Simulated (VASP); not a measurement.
Crystal: H2Pb.

```xyz
3
Lattice="3.4269 0.0000 0.0000 -1.7135 2.9678 0.0000 0.0000 0.0000 5.5571" Properties=species:S:1:pos:R:3 pbc="T T T"
H     0.0000    1.9785    0.0000
H     1.7135    0.9893    2.7785
Pb    1.7135    0.9893    0.0000
```

The cell was built by a generator and needn't be a form met in nature.

* Program: VASP 6.6.1
* Task: relaxation of cell and atoms
* Functional: r2SCAN
* Potentials or basis: VASP PAW PBE potentials, release 64 (H, Pb_d)
* Cutoff: 600 eV
* k mesh: 9 × 9 × 5
* Occupations: gaussian, width 0.05 eV
* Spin: no spin polarisation

At the start: pressure 3.0 GPa; volume 18.84 Å³/atom.

Problem. Where does the relaxation end?

Solution. Over 15 steps the energy falls by 518.8 meV/atom and the volume is 17.09 Å³/atom (-9.3 %); space group P-6m2 (No. 187, to 0.05 Å).

The path:
```csv
step,energy change (eV),largest force (eV/Å),pressure (GPa),volume (Å³)
1,0.0000,0.0000,2.98,56.52
2,-0.9512,0.0000,-1.69,58.88
3,-1.3792,0.0000,-3.69,60.11
4,-1.4052,0.0000,-3.70,60.19
5,-1.4441,0.0000,-3.64,60.23
6,-1.4370,0.0000,-3.63,60.24
7,-1.4412,0.0000,-3.63,60.24
8,-1.5208,0.0000,-1.71,55.53
9,-1.5248,0.0000,-1.02,54.37
10,-1.5499,0.0000,-0.41,52.55
11,-1.5553,0.0000,0.41,50.70
12,-1.5561,0.0000,0.05,51.29
13,-1.5562,0.0000,0.11,51.17
14,-1.5562,0.0000,0.15,51.11
15,-1.5563,0.0000,0.01,51.27
```

Final structure:
```
H Pb
1.0
     3.82006    0.00000    0.00000
    -1.91003    3.30827    0.00000
     0.00000    0.00000    4.05708
H Pb
2 1
Cartesian
  0.0000 2.2055 4.0571
  1.9100 1.1028 2.0285
  1.9100 1.1028 0.0000
```

Caveat: the PAW data sets were made with another functional, which shifts forces and pressure a little.
